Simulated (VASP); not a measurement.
Output of a VASP run:

**OSZICAR**
```
       N       E                     dE             d eps       ncg     rms          rms(c)
DAV:   1     0.626666564900E+03    0.62667E+03   -0.29331E+04  1965   0.232E+03
DAV:   2     0.662126963932E+02   -0.56045E+03   -0.54638E+03  1548   0.716E+02
DAV:   3    -0.255809460337E+02   -0.91794E+02   -0.90678E+02  1790   0.167E+02
DAV:   4    -0.306775906756E+02   -0.50966E+01   -0.50746E+01  1805   0.462E+01
DAV:   5    -0.307900638726E+02   -0.11247E+00   -0.11234E+00  1829   0.695E+00    0.837E+00
DAV:   6    -0.300267803215E+02    0.76328E+00   -0.17793E+00  1761   0.103E+01    0.646E+00
DAV:   7    -0.299556703446E+02    0.71110E-01   -0.77639E-01  1871   0.355E+00    0.248E+00
DAV:   8    -0.299547520474E+02    0.91830E-03   -0.98968E-02  1762   0.251E+00    0.541E-01
DAV:   9    -0.299553406158E+02   -0.58857E-03   -0.15674E-02  1818   0.123E+00    0.136E-01
DAV:  10    -0.299551969268E+02    0.14369E-03   -0.27093E-03  1746   0.438E-01    0.546E-02
DAV:  11    -0.299554026995E+02   -0.20577E-03   -0.77048E-04  1847   0.132E-01    0.345E-02
DAV:  12    -0.299553855285E+02    0.17171E-04   -0.13258E-04  1605   0.886E-02    0.174E-02
DAV:  13    -0.299553929298E+02   -0.74013E-05   -0.15596E-05  1535   0.231E-02    0.722E-03
DAV:  14    -0.299553922535E+02    0.67629E-06   -0.50727E-06  1645   0.183E-02
   1 F= -.29955392E+02 E0= -.29955389E+02  d E =-.299554E+02
       N       E                     dE             d eps       ncg     rms          rms(c)
DAV:   1    -0.299568587754E+02   -0.14658E-02   -0.37606E-02  1738   0.145E+00    0.212E-01
DAV:   2    -0.299561767286E+02    0.68205E-03   -0.28342E-03  1908   0.517E-01    0.108E-01
DAV:   3    -0.299559935797E+02    0.18315E-03   -0.26954E-04  1952   0.134E-01    0.661E-02
DAV:   4    -0.299559526949E+02    0.40885E-04   -0.63578E-05  2206   0.578E-02    0.101E-02
DAV:   5    -0.299559527170E+02   -0.22130E-07   -0.11792E-05  1711   0.286E-02    0.599E-03
DAV:   6    -0.299559531419E+02   -0.42486E-06   -0.14035E-06   900   0.918E-03
   2 F= -.29955953E+02 E0= -.29955950E+02  d E =-.560888E-03
       N       E                     dE             d eps       ncg     rms          rms(c)
DAV:   1    -0.299581203273E+02   -0.21676E-02   -0.77193E-02  1735   0.208E+00    0.304E-01
DAV:   2    -0.299567202516E+02    0.14001E-02   -0.58308E-03  1897   0.743E-01    0.155E-01
DAV:   3    -0.299563434118E+02    0.37684E-03   -0.55547E-04  1946   0.191E-01    0.952E-02
DAV:   4    -0.299562555057E+02    0.87906E-04   -0.13075E-04  2230   0.804E-02    0.146E-02
DAV:   5    -0.299562550914E+02    0.41428E-06   -0.23557E-05  1731   0.403E-02    0.860E-03
DAV:   6    -0.299562557278E+02   -0.63644E-06   -0.32296E-06  1292   0.133E-02
   3 F= -.29956256E+02 E0= -.29956253E+02  d E =-.863474E-03
       N       E                     dE             d eps       ncg     rms          rms(c)
DAV:   1    -0.299595346162E+02   -0.32795E-02   -0.74676E-02  1830   0.256E+00    0.399E-01
DAV:   2    -0.299570737045E+02    0.24609E-02   -0.73570E-03  1806   0.944E-01    0.163E-01
DAV:   3    -0.299565610309E+02    0.51267E-03   -0.95306E-04  1804   0.253E-01    0.107E-01
DAV:   4    -0.299564242900E+02    0.13674E-03   -0.21006E-04  2021   0.109E-01    0.228E-02
DAV:   5    -0.299564183609E+02    0.59291E-05   -0.45686E-05  1769   0.634E-02    0.104E-02
DAV:   6    -0.299564176726E+02    0.68827E-06   -0.79786E-06  1517   0.163E-02
   4 F= -.29956418E+02 E0= -.29956414E+02  d E =-.161945E-03
```

### OUTCAR
```
------------------------ aborting loop because EDIFF is reached ----------------------------------------
  FORCE on cell =-STRESS in cart. coord.  units (eV):
  Direction    XX          YY          ZZ          XY          YZ          ZX
  --------------------------------------------------------------------------------------
  Total       -0.0631523     -0.0631523     -0.0005991      0.0000000      0.0000000      0.0000000
  in kB       -0.4821699     -0.4821699     -0.0045740      0.0000000      0.0000000      0.0000000
  external PRESSURE =      -0.3229713 kB  Pullay stress =       0.0000000 kB
  volume of cell :      209.85
      direct lattice vectors                 reciprocal lattice vectors
    -3.025027603  3.025027603  5.732984706     0.000000000  0.165287748  0.087214606
     3.025027603 -3.025027603  5.732984706     0.165287748  0.000000000  0.087214606
     3.025027603  3.025027603 -5.732984706     0.165287748  0.165287748  0.000000000
 POSITION                                       TOTAL-FORCE (eV/Angst)
 -----------------------------------------------------------------------------------
      0.00000      6.05006      0.00000         0.000000     -0.000000      0.000000
      0.00000      3.02503      2.86649         0.000000     -0.000000      0.000000
      3.02503      3.02503      0.00000         0.000000     -0.000000     -0.000000
      3.02503      0.00000      2.86649         0.000000     -0.000000      0.000000
      1.35055      1.51251      7.16623        -0.008410     -0.000000      0.000000
      1.51251     -1.35055      4.29974         0.000000      0.008410      0.000000
      1.67448      1.51251      1.43325         0.008410     -0.000000      0.000000
      1.51251      4.37558     -1.43325         0.000000     -0.008410      0.000000
 -----------------------------------------------------------------------------------
    total drift:                                0.000001      0.000001     -0.000004
  FREE ENERGIE OF THE ION-ELECTRON SYSTEM (eV)
  ---------------------------------------------------
  free  energy   TOTEN  =       -29.9564176726 eV

  energy  without entropy=      -29.9564104517  energy(sigma->0) =      -29.95641406

 reached required accuracy - stopping structural energy minimisation
```
(Selected blocks of OUTCAR.)

POSCAR:
```
CdGeAs2
1
   -3.0297696185     3.0297696185     5.7178224772
    3.0297696185    -3.0297696185     5.7178224772
    3.0297696185     3.0297696185    -5.7178224772
Cd Ge As
2 2 4
Direct
  0.0000000000   0.0000000000   0.0000000000
  0.7500000000   0.2500000000   0.5000000000
  0.5000000000   0.5000000000   0.0000000000
  0.2500000000   0.7500000000   0.5000000000
  0.8750000000   0.8469959139   0.4719959139
  0.1530040861   0.6250000000   0.0280040861
  0.3750000000   0.4030040861   0.5280040861
  0.5969959139   0.1250000000   0.9719959139
```

Question: Reconstruct the remaining input files.

Answer: One answer among several that fit: the input of the run itself, PBE GGA, plane waves, VASP's PBE PAW potentials (set 64).

KPOINTS:
```
Automatic mesh
0
Gamma
5 5 5
0 0 0
```

INCAR:
```
! general
SYSTEM   =  CdGeAs2
PREC     =  Accurate
ENCUT    =  400   ! plane-wave cut-off (eV)
LREAL    =  .False.   ! projection in real space or not
LASPH    =  .True.   ! aspherical one-centre terms

! electronic loop
EDIFF    =  1E-6   ! SCF stop (eV)
NELM     =  100   ! most electronic steps
ALGO     =  Normal
LMAXMIX  =  4   ! l cut-off of mixed one-centre charges

! smearing
ISMEAR   =  0   ! Gaussian
SIGMA    =  0.05   ! width (eV)

! functional
GGA      =  PE   ! PBE

! ions
IBRION   =  2
NSW      =  60   ! most ionic steps
ISIF     =  3
EDIFFG   =  -0.02   ! ionic stop

! output
LWAVE    =  .False.
LCHARG   =  .False.
```

POTCAR, in this order: Cd Ge_d As (PBE.64 set). Program: vasp_std.

The compound is CdGeAs2 in the chalcopyrite structure. This run relaxes it. Symmetry was kept, so distortions that lower it aren't found. The start is the result of an earlier pass.
